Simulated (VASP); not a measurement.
Consider the following.

```yaml
crystal:
  lattice:
    - [4.39638, 0.00000, 0.00000]
    - [0.00000, 4.39638, 0.00000]
    - [0.00000, 0.00000, 6.22536]
  atoms:
    - { symbol: Zn, position: [0.50000, 0.50000, 0.50000] }
    - { symbol: Hg, position: [0.00000, 0.00000, 0.00000] }
    - { symbol: Te, position: [0.00000, 0.50000, 0.27208] }
    - { symbol: Te, position: [0.50000, 0.00000, 0.72792] }
```

Computed with LDA (Ceperley-Alder, Perdew-Zunger), VASP's LDA PAW potentials (set 64) (plane waves; VASP 6.6.1). Settings: 400 eV cut-off, Gaussian smearing of 0.050 eV, potentials Zn Hg Te.

Unless said otherwise, spin-orbit coupling is left out, though it shifts the bands of the heavy elements here.

Problem. What does the run give for the band gap (along the path) with the smallest direct gap where there is one?

Solution. 
The band gap (along the path) is 0.10 eV and the smallest direct gap (along the path) comes out as 0.10 eV.

Total energies compare only between runs with the same potentials, cut-off and functional.

The structure comes from a computed database's ZnHgTe2 entry (P-4m2); how it stands against other phases isn't given here. It was relaxed first, which changed the volume by -6 %.
